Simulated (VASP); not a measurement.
Level of theory: PBE GGA, VASP's PBE PAW potentials (set 64) (plane waves; VASP 6.6.1).

The input files of a VASP run:

### INCAR
```
! general
SYSTEM   =  CdS
PREC     =  Accurate
ENCUT    =  520
LREAL    =  .False.
LASPH    =  .True.

! electronic loop
EDIFF    =  1E-6
NELM     =  100
ALGO     =  Normal
LMAXMIX  =  4

! smearing
ISMEAR   =  0
SIGMA    =  0.05

! functional
GGA      =  PE

! ions
IBRION   =  2
NSW      =  60
ISIF     =  3
EDIFFG   =  -0.02

! output
LWAVE    =  .False.
LCHARG   =  .False.
```

File POSCAR:
```
CdS
1
    2.1034150807    -3.6432216093    -0.0000000000
    2.1034150807     3.6432216093     0.0000000000
    0.0000000000    -0.0000000000     6.8323101019
Cd S
2 2
Direct
  0.6666670000   0.3333330000   0.5000025332
  0.3333330000   0.6666670000   0.0000025332
  0.6666670000   0.3333330000   0.8769974668
  0.3333330000   0.6666670000   0.3769974668
```

File KPOINTS:
```
K-points
0
gamma
6 6 3
0 0 0
```

POTCAR, in this order: Cd S (PBE.64 set). Program: vasp_std.

The run wrote:

**OUTCAR**
```
 ion  position               nearest neighbor table
   1  0.667  0.333  0.500-   4 2.57   4 2.57   4 2.57   3 2.58
   2  0.333  0.667  0.000-   3 2.57   3 2.57   3 2.57   4 2.58
   3  0.667  0.333  0.877-   2 2.57   2 2.57   2 2.57   1 2.58
   4  0.333  0.667  0.377-   1 2.57   1 2.57   1 2.57   2 2.58
  LATTYP: Found a hexagonal cell.
 ALAT       =     4.2068300056
 C/A-ratio  =     1.6240994033
 Subroutine PRICEL returns:
 Original cell was already a primitive cell.
 Subroutine GETGRP returns: Found 12 space group operations
The static configuration has the point symmetry C_3v.
 The point group associated with its full space group is C_6v.
The dynamic configuration has the point symmetry C_3v.
 Subroutine INISYM returns: Found 12 space group operations
 Subroutine IBZKPT returns following result:
 Found     14 irreducible k-points:

 Following reciprocal coordinates:
            Coordinates               Weight
  0.000000  0.000000  0.000000      1.000000
  0.166667  0.000000  0.000000      6.000000
  0.333333 -0.000000  0.000000      6.000000
  0.500000 -0.000000  0.000000      3.000000
  0.166667  0.166667  0.000000      6.000000
  0.333333  0.166667  0.000000     12.000000
  0.333333  0.333333  0.000000      2.000000
  0.000000  0.000000  0.333333      2.000000
  0.166667  0.000000  0.333333     12.000000
  0.333333 -0.000000  0.333333     12.000000
  0.500000 -0.000000  0.333333      6.000000
  0.166667  0.166667  0.333333     12.000000
  0.333333  0.166667  0.333333     24.000000
  0.333333  0.333333  0.333333      4.000000
   k-points           NKPTS =     14   k-points in BZ     NKDIM =     14   number of bands    NBANDS=     22
   number of dos      NEDOS =    301   number of ions     NIONS =      4
   total plane-waves  NPLWV =  55296
   dimension x,y,z NGX =    32 NGY =   32 NGZ =   54
   dimension x,y,z NGXF=    64 NGYF=   64 NGZF=  108
   ions per type =               2   2
   PREC   = accura    normal or accurate (medium, high low for compatibility)
   ISTART =      0    job   : 0-new  1-cont  2-samecut
   ICHARG =      2    charge: 1-file 2-atom 10-const
   ISPIN  =      1    spin polarized calculation?
   LNONCOLLINEAR =      F non collinear calculations
   LSORBIT =      F    spin-orbit coupling
   INIWAV =      1    electr: 0-lowe 1-rand  2-diag
   ENCUT  =  520.0 eV  38.22 Ry    6.18 a.u.   7.82  7.82 12.70*2*pi/ulx,y,z
   NELM   =    100;   NELMIN=  2; NELMDL= -5     # of ELM steps
   EDIFF  = 0.1E-05   stopping-criterion for ELM
   LREAL  =      F    real-space projection
   NLSPLINE    = F    spline interpolate recip. space projectors
   LMAXMIX     =    4 max onsite mixed and CHGCAR
   VOSKOWN=      0    Vosko Wilk Nusair interpolation
   EDIFFG = -.2E-01   stopping-criterion for IOM
   NSW    =     60    number of steps for IOM
   NBLOCK =      1;   KBLOCK =     60    inner block; outer block
   IBRION =      2    ionic relax: 0-MD 1-quasi-New 2-CG
   NFREE  =      1    steps in history (QN), initial steepest desc. (CG)
   ISIF   =      3    stress and relaxation
   ISYM   =      2    0-nonsym 1-usesym 2-fastsym
   TEIN   =    0.0    initial temperature
   TEBEG  =    0.0;   TEEND  =   0.0 temperature during run
   SMASS  =  -3.00    Nose mass-parameter (am)
   PSTRESS=    0.0 pullay stress
   NELECT =      36.0000    total number of electrons
   EFERMI =   0.00;   METHOD = LEGACY
   ISMEAR =     0;   SIGMA  =   0.05  broadening in eV -4-tet -1-fermi 0-gaus
   IALGO  =     38    algorithm
   LDIAG  =      T    sub-space diagonalisation (order eigenvalues)
   IMIX   =      4    mixing-type and parameters
     AMIX     =   0.40;   BMIX     =  1.00
     AMIX_MAG =   1.60;   BMIX_MAG =  1.00
     AMIN     =   0.10
   GGA     = PE    functional components
...
```

### OSZICAR
```
       N       E                     dE             d eps       ncg     rms          rms(c)
DAV:   1     0.250883591994E+03    0.25088E+03   -0.17795E+04   616   0.149E+03
DAV:   2     0.149022148422E+01   -0.24939E+03   -0.24506E+03   682   0.359E+02
DAV:   3    -0.132266117501E+02   -0.14717E+02   -0.14625E+02   742   0.856E+01
DAV:   4    -0.134000826584E+02   -0.17347E+00   -0.17336E+00   706   0.935E+00
DAV:   5    -0.134029141082E+02   -0.28314E-02   -0.28314E-02   760   0.118E+00    0.106E+01
DAV:   6    -0.123161157409E+02    0.10868E+01   -0.26400E+00   786   0.163E+01    0.843E+00
DAV:   7    -0.123002073617E+02    0.15908E-01   -0.78561E-01   706   0.515E+00    0.399E+00
DAV:   8    -0.122983468436E+02    0.18605E-02   -0.10884E-01   708   0.350E+00    0.507E-01
DAV:   9    -0.122961787035E+02    0.21681E-02   -0.21988E-02   818   0.186E+00    0.153E-01
DAV:  10    -0.122964278102E+02   -0.24911E-03   -0.16208E-03   700   0.407E-01    0.113E-01
DAV:  11    -0.122965366465E+02   -0.10884E-03   -0.21620E-04   762   0.108E-01    0.107E-01
DAV:  12    -0.122965880966E+02   -0.51450E-04   -0.20612E-04   670   0.794E-02    0.245E-02
DAV:  13    -0.122965866591E+02    0.14375E-05   -0.15802E-05   772   0.297E-02    0.578E-03
DAV:  14    -0.122965879137E+02   -0.12546E-05   -0.17584E-06   540   0.798E-03    0.920E-03
DAV:  15    -0.122965872797E+02    0.63402E-06   -0.13209E-06   554   0.785E-03
   1 F= -.12296587E+02 E0= -.12296587E+02  d E =-.122966E+02
```

### OUTCAR
```
------------------------ aborting loop because EDIFF is reached ----------------------------------------
  FORCE on cell =-STRESS in cart. coord.  units (eV):
  Direction    XX          YY          ZZ          XY          YZ          ZX
  --------------------------------------------------------------------------------------
  Total       -0.0188287     -0.0188287      0.0368888      0.0000000     -0.0000000     -0.0000000
  in kB       -0.2880857     -0.2880857      0.5644129      0.0000000     -0.0000000     -0.0000000
  external PRESSURE =      -0.0039195 kB  Pullay stress =       0.0000000 kB
  volume of cell :      104.71
      direct lattice vectors                 reciprocal lattice vectors
     2.103415081 -3.643221609  0.000000000     0.237708669 -0.137241171  0.000000000
     2.103415081  3.643221609  0.000000000     0.237708669  0.137241171  0.000000000
     0.000000000  0.000000000  6.832310102     0.000000000  0.000000000  0.146363380
  FREE ENERGIE OF THE ION-ELECTRON SYSTEM (eV)
  ---------------------------------------------------
  free  energy   TOTEN  =       -12.2965872797 eV

  energy  without entropy=      -12.2965872797  energy(sigma->0) =      -12.29658728

 reached required accuracy - stopping structural energy minimisation
```
(Selected blocks of OUTCAR.)

### OUTCAR
```
 val. band max:        0.8675315930   @ k =   0.0000   0.0000   0.0000

 cond. band min:       1.9702044004   @ k =   0.0000   0.0000   0.0000


 Fermi energy:         1.1248215750

 k-point     1 :       0.0000    0.0000    0.0000
  band No.  band energies     occupation
      1     -11.1880      2.00000
      2     -10.8040      2.00000
      3      -6.6628      2.00000
      4      -6.6583      2.00000
      5      -6.6582      2.00000
      6      -6.5851      2.00000
      7      -6.5851      2.00000
      8      -6.3002      2.00000
      9      -6.3002      2.00000
     10      -6.2211      2.00000
     11      -6.2211      2.00000
     12      -5.9142      2.00000
     13      -3.1962      2.00000
     14       0.1781      2.00000
     15       0.1781      2.00000
     16       0.8365      2.00000
     17       0.8675      2.00000
     18       0.8675      2.00000
     19       1.9702      0.00000
     20       3.5835      0.00000
     21       7.3420      0.00000
     22       7.3420      0.00000

 k-point     2 :       0.1667    0.0000    0.0000
  band No.  band energies     occupation
      1     -11.1036      2.00000
      2     -10.7678      2.00000
      3      -6.6358      2.00000
      4      -6.6254      2.00000
      5      -6.5884      2.00000
      6      -6.5422      2.00000
      7      -6.5381      2.00000
      8      -6.3172      2.00000
      9      -6.2984      2.00000
     10      -6.2508      2.00000
     11      -6.2143      2.00000
     12      -5.8601      2.00000
     13      -3.0298      2.00000
     14      -0.7305      2.00000
     15      -0.3003      2.00000
     16      -0.1114      2.00000
     17       0.6539      2.00000
     18       0.6953      2.00000
     19       3.1020      0.00000
     20       4.4162      0.00000
     21       6.6447      0.00000
     22       7.6643      0.00000

 k-point     3 :       0.3333   -0.0000    0.0000
  band No.  band energies     occupation
      1     -10.9216      2.00000
...
```

The compound is CdS in the wurtzite structure. It was relaxed first. The start is the result of an earlier pass.
